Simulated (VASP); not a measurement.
Crystal: Sn2Bi2O.

```
Sn Bi O
1.0
     3.67600    0.00000    0.00000
     0.00000    3.67600    0.00000
     0.00000    0.00000    9.49600
Sn Bi O
2 2 1
Direct
  0.00000 0.50000 0.33983
  0.50000 0.00000 0.66017
  0.00000 0.50000 0.89290
  0.50000 0.00000 0.10710
  0.00000 0.00000 0.50000
```

The cell was built by a generator and needn't be a form met in nature.

- Program: VASP 6.6.1
- Task: relaxation of cell and atoms
- Functional: PBE
- Potentials or basis: VASP PAW PBE potentials, release 64 (Sn_d, Bi_d, O)
- Cutoff: 520 eV
- k mesh: 8 × 8 × 4
- Occupations: gaussian, width 0.1 eV
- Spin: no spin polarisation

At the start: pressure 0.4 GPa; volume 25.66 Å³/atom.

Q: Where does the relaxation end?

A: Over 7 steps the energy falls by 19.1 meV/atom and the volume is 26.12 Å³/atom (+1.8 %); space group P-4m2 (No. 115, to 0.05 Å).

The path:
| step | energy change (eV) | largest force (eV/Å) | pressure (GPa) | volume (Å³) |
| --- | --- | --- | --- | --- |
| 1 | 0.0000 | 0.6716 | 0.40 | 128.32 |
| 2 | -0.0438 | 0.4972 | -0.05 | 129.49 |
| 3 | -0.0871 | 0.1105 | -0.97 | 132.80 |
| 4 | -0.0860 | 0.1708 | 0.98 | 128.87 |
| 5 | -0.0944 | 0.0675 | -0.06 | 130.88 |
| 6 | -0.0951 | 0.0423 | -0.04 | 130.77 |
| 7 | -0.0955 | 0.0086 | 0.03 | 130.62 |

Final structure:
```
CELL_PARAMETERS angstrom
3.74342 0.00000 0.00000
0.00000 3.74342 0.00000
0.00000 0.00000 9.32104
ATOMIC_POSITIONS crystal
Sn 0.00000 0.50000 0.35326
Sn 0.50000 0.00000 0.64674
Bi 0.00000 0.50000 0.89404
Bi 0.50000 0.00000 0.10596
O 0.00000 0.00000 0.50000
```
